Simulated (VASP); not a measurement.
All values below come from r2SCAN meta-GGA, VASP's PBE PAW potentials (set 64) (plane waves; VASP).

A VASP calculation is set up with these files.

File POSCAR:
```
Mo3Si
1
    4.8574125348     0.0000000000    -0.0000000000
   -0.0000000000     4.8574125348    -0.0000000000
   -0.0000000000     0.0000000000     4.8574125348
Si Mo
2 6
Direct
  0.5000000000   0.5000000000   0.5000000000
  0.0000000000   0.0000000000   0.0000000000
  0.2500000000   0.0000000000   0.5000000000
  0.5000000000   0.2500000000   0.0000000000
  0.5000000000   0.7500000000   0.0000000000
  0.7500000000   0.0000000000   0.5000000000
  0.0000000000   0.5000000000   0.7500000000
  0.0000000000   0.5000000000   0.2500000000
```

File KPOINTS:
```
Automatic mesh
0
Gamma
6 6 6
0 0 0
```

### INCAR
```
ALGO=Normal
EDIFF=1E-6
EDIFFG=-0.02
ENCUT=400
IBRION=2
ISIF=3
ISMEAR=1
LASPH=T
LCHARG=F
LMAXMIX=4
LMIXTAU=T
LREAL=F
LWAVE=F
METAGGA=R2SCAN
NELM=100
NSW=60
PREC=Accurate
SIGMA=0.1
SYSTEM=Mo3Si
```

POTCAR, in this order: Si Mo_sv (PBE.64 set). Program: vasp_std.

Output

**OUTCAR**
```
 ion  position               nearest neighbor table
   1  0.500  0.500  0.500-   3 2.72   4 2.72   5 2.72   6 2.72   7 2.72   8 2.72   4 2.72   5 2.72
                             3 2.72   6 2.72   7 2.72   8 2.72
   2  0.000  0.000  0.000-   3 2.72   4 2.72   5 2.72   6 2.72   7 2.72   8 2.72   3 2.72   6 2.72
                             7 2.72   8 2.72   4 2.72   5 2.72
   3  0.250  0.000  0.500-   6 2.43   6 2.43   1 2.72   2 2.72   1 2.72   2 2.72   8 2.97   5 2.97
                             4 2.97   5 2.97   4 2.97   7 2.97   8 2.97   7 2.97
   4  0.500  0.250  0.000-   5 2.43   5 2.43   1 2.72   1 2.72   2 2.72   2 2.72   8 2.97   3 2.97
                             3 2.97   6 2.97   6 2.97   7 2.97   7 2.97   8 2.97
   5  0.500  0.750  0.000-   4 2.43   4 2.43   1 2.72   1 2.72   2 2.72   2 2.72   8 2.97   3 2.97
                             3 2.97   6 2.97   6 2.97   7 2.97   7 2.97   8 2.97
   6  0.750  0.000  0.500-   3 2.43   3 2.43   1 2.72   2 2.72   1 2.72   2 2.72   8 2.97   4 2.97
                             4 2.97   5 2.97   5 2.97   7 2.97   8 2.97   7 2.97
   7  0.000  0.500  0.750-   8 2.43   8 2.43   1 2.72   2 2.72   2 2.72   1 2.72   3 2.97   4 2.97
                             5 2.97   3 2.97   6 2.97   6 2.97   4 2.97   5 2.97
   8  0.000  0.500  0.250-   7 2.43   7 2.43   1 2.72   2 2.72   2 2.72   1 2.72   3 2.97   4 2.97
                             5 2.97   3 2.97   6 2.97   6 2.97   4 2.97   5 2.97
  LATTYP: Found a simple cubic cell.
 ALAT       =     4.8574125348
 Subroutine PRICEL returns:
 Original cell was already a primitive cell.
 Subroutine GETGRP returns: Found 48 space group operations
The static configuration has the point symmetry T_h .
 The point group associated with its full space group is O_h .
The dynamic configuration has the point symmetry T_h .
 Subroutine INISYM returns: Found 48 space group operations
 Subroutine IBZKPT returns following result:
 Found     20 irreducible k-points:

 Following reciprocal coordinates:
            Coordinates               Weight
  0.000000  0.000000  0.000000      1.000000
  0.166667  0.000000  0.000000      6.000000
  0.333333  0.000000  0.000000      6.000000
  0.500000  0.000000  0.000000      3.000000
  0.166667  0.166667  0.000000     12.000000
  0.333333  0.166667  0.000000     24.000000
  0.500000  0.166667  0.000000     12.000000
  0.333333  0.333333  0.000000     12.000000
  0.500000  0.333333  0.000000     12.000000
...
```

File OSZICAR:
```
       N       E                     dE             d eps       ncg     rms          rms(c)
DAV:   1     0.876577669837E+03    0.87658E+03   -0.50760E+04  2264   0.145E+03
DAV:   2    -0.168469739657E+03   -0.10450E+04   -0.10190E+04  2396   0.502E+02
DAV:   3    -0.213887705566E+03   -0.45418E+02   -0.43987E+02  2859   0.923E+01
DAV:   4    -0.214837811067E+03   -0.95011E+00   -0.93780E+00  2641   0.112E+01
DAV:   5    -0.214856282879E+03   -0.18472E-01   -0.18427E-01  2619   0.154E+00    0.533E+01
DAV:   6    -0.181419955431E+03    0.33436E+02   -0.23806E+01  2263   0.313E+01    0.903E+00
DAV:   7    -0.172160753894E+03    0.92592E+01   -0.45251E+00  2559   0.968E+00    0.371E+00
DAV:   8    -0.179904847082E+03   -0.77441E+01   -0.37446E+00  2347   0.877E+00    0.375E+00
DAV:   9    -0.176559434301E+03    0.33454E+01   -0.61382E-01  2401   0.477E+00    0.188E+00
DAV:  10    -0.176359385474E+03    0.20005E+00   -0.26705E-02  2592   0.107E+00    0.130E+00
DAV:  11    -0.176487814840E+03   -0.12843E+00   -0.22763E-02  2447   0.923E-01    0.640E-01
DAV:  12    -0.176507851479E+03   -0.20037E-01   -0.26432E-02  2354   0.969E-01    0.227E-01
DAV:  13    -0.176544526946E+03   -0.36675E-01   -0.16640E-02  2410   0.744E-01    0.131E-01
DAV:  14    -0.176543749375E+03    0.77757E-03   -0.27449E-03  2482   0.310E-01    0.374E-02
DAV:  15    -0.176543610764E+03    0.13861E-03   -0.25473E-03  2426   0.261E-01    0.885E-02
DAV:  16    -0.176544713156E+03   -0.11024E-02   -0.75934E-04  2417   0.130E-01    0.692E-03
DAV:  17    -0.176544800559E+03   -0.87404E-04   -0.94825E-05  2596   0.573E-02    0.100E-02
DAV:  18    -0.176544788567E+03    0.11992E-04   -0.44906E-06  2118   0.108E-02    0.647E-03
DAV:  19    -0.176544809903E+03   -0.21336E-04   -0.15213E-05  2403   0.219E-02    0.393E-03
DAV:  20    -0.176544809838E+03    0.65802E-07   -0.84785E-07  1423   0.534E-03
   1 F= -.17654481E+03 E0= -.17654407E+03  d E =-.176545E+03
       N       E                     dE             d eps       ncg     rms          rms(c)
DAV:   1    -0.180733680436E+03   -0.41889E+01   -0.12608E+02  2207   0.771E+01    0.190E+01
DAV:   2    -0.176480016684E+03    0.42537E+01   -0.14963E+01  2207   0.207E+01    0.440E+00
DAV:   3    -0.176359588673E+03    0.12043E+00   -0.15738E+00  2562   0.654E+00    0.200E+00
DAV:   4    -0.176315899002E+03    0.43690E-01   -0.24577E-01  2420   0.217E+00    0.795E-01
DAV:   5    -0.176344527538E+03   -0.28629E-01   -0.89285E-02  2450   0.201E+00    0.485E-01
DAV:   6    -0.176342219434E+03    0.23081E-02   -0.72722E-02  2214   0.168E+00    0.234E-01
DAV:   7    -0.176378468095E+03   -0.36249E-01   -0.21279E-02  2270   0.955E-01    0.622E-02
DAV:   8    -0.176379164909E+03   -0.69681E-03   -0.50223E-04  2668   0.128E-01    0.204E-02
DAV:   9    -0.176379192028E+03   -0.27119E-04   -0.90971E-05  2440   0.501E-02    0.102E-02
DAV:  10    -0.176379222801E+03   -0.30773E-04   -0.32858E-05  2396   0.330E-02    0.117E-02
DAV:  11    -0.176379225582E+03   -0.27812E-05   -0.52419E-06  1966   0.141E-02    0.246E-03
DAV:  12    -0.176379227818E+03   -0.22353E-05   -0.36575E-07  1387   0.404E-03    0.968E-04
DAV:  13    -0.176379228402E+03   -0.58399E-06   -0.18777E-07  1380   0.297E-03
   2 F= -.17637923E+03 E0= -.17637734E+03  d E =0.165581E+00
       N       E                     dE             d eps       ncg     rms          rms(c)
DAV:   1    -0.178769664808E+03   -0.23904E+01   -0.62804E+01  2207   0.536E+01    0.183E+01
DAV:   2    -0.176667040781E+03    0.21026E+01   -0.64994E+00  2215   0.144E+01    0.266E+00
DAV:   3    -0.176572324643E+03    0.94716E-01   -0.79548E-01  2507   0.469E+00    0.271E+00
DAV:   4    -0.176510340980E+03    0.61984E-01   -0.25189E-01  2369   0.197E+00    0.546E-01
DAV:   5    -0.176576865526E+03   -0.66525E-01   -0.39984E-02  2415   0.128E+00    0.255E-01
DAV:   6    -0.176564174435E+03    0.12691E-01   -0.99916E-03  2477   0.550E-01    0.185E-01
DAV:   7    -0.176574119210E+03   -0.99448E-02   -0.11496E-02  2415   0.675E-01    0.328E-02
DAV:   8    -0.176575798932E+03   -0.16797E-02   -0.10620E-03  2461   0.214E-01    0.315E-02
DAV:   9    -0.176575806974E+03   -0.80420E-05   -0.75187E-05  2568   0.408E-02    0.162E-02
DAV:  10    -0.176575815655E+03   -0.86810E-05   -0.25070E-05  2431   0.259E-02    0.756E-03
DAV:  11    -0.176575816313E+03   -0.65774E-06   -0.15976E-06  1619   0.790E-03
   3 F= -.17657582E+03 E0= -.17657484E+03  d E =-.310065E-01
```

OUTCAR:
```
------------------------ aborting loop because EDIFF is reached ----------------------------------------
  FORCE on cell =-STRESS in cart. coord.  units (eV):
  Direction    XX          YY          ZZ          XY          YZ          ZX
  --------------------------------------------------------------------------------------
  Total       -0.0705199     -0.0705199     -0.0705199      0.0000000     -0.0000000     -0.0000000
  in kB       -0.9682602     -0.9682602     -0.9682602      0.0000000     -0.0000000     -0.0000000
  external PRESSURE =      -0.9682602 kB  Pullay stress =       0.0000000 kB
  volume of cell :      116.69
      direct lattice vectors                 reciprocal lattice vectors
     4.886635983  0.000000000 -0.000000000     0.204639757 -0.000000000 -0.000000000
     0.000000000  4.886635983 -0.000000000    -0.000000000  0.204639757 -0.000000000
     0.000000000  0.000000000  4.886635983     0.000000000  0.000000000  0.204639757
 POSITION                                       TOTAL-FORCE (eV/Angst)
 -----------------------------------------------------------------------------------
      2.44332      2.44332      2.44332         0.000000     -0.000000     -0.000000
      0.00000      0.00000     -0.00000         0.000000     -0.000000     -0.000000
      1.22166      0.00000      2.44332        -0.000000      0.000000      0.000000
      2.44332      1.22166     -0.00000        -0.000000     -0.000000      0.000000
      2.44332      3.66498     -0.00000        -0.000000     -0.000000     -0.000000
      3.66498      0.00000      2.44332         0.000000      0.000000     -0.000000
      0.00000      2.44332      3.66498         0.000000      0.000000     -0.000000
      0.00000      2.44332      1.22166        -0.000000     -0.000000     -0.000000
 -----------------------------------------------------------------------------------
    total drift:                                0.000000     -0.000000     -0.000000
  FREE ENERGIE OF THE ION-ELECTRON SYSTEM (eV)
  ---------------------------------------------------
  free  energy   TOTEN  =      -176.5758163129 eV

  energy  without entropy=     -176.5729004036  energy(sigma->0) =     -176.57484434

 reached required accuracy - stopping structural energy minimisation
```
(Selected blocks of OUTCAR.)

### CONTCAR
```
Mo3Si
   1.00000000000000
     4.8866359827329298    0.0000000000000000   -0.0000000000000000
     0.0000000000000000    4.8866359827329298   -0.0000000000000000
     0.0000000000000000    0.0000000000000000    4.8866359827329298
  Si              Mo
     2     6
Direct
     0.5000000000000000    0.5000000000000000    0.5000000000000000
     0.0000000000000000    0.0000000000000000    0.0000000000000000
     0.2500000000000000    0.0000000000000000    0.5000000000000000
     0.5000000000000000    0.2500000000000000    0.0000000000000000
     0.5000000000000000    0.7500000000000000    0.0000000000000000
     0.7500000000000000    0.0000000000000000    0.5000000000000000
     0.0000000000000000    0.5000000000000000    0.7500000000000000
     0.0000000000000000    0.5000000000000000    0.2500000000000000
```

The compound is Mo3Si in the A15 structure. This run relaxes it. Symmetry was kept, so distortions that lower it aren't found. The start is the result of an earlier pass.
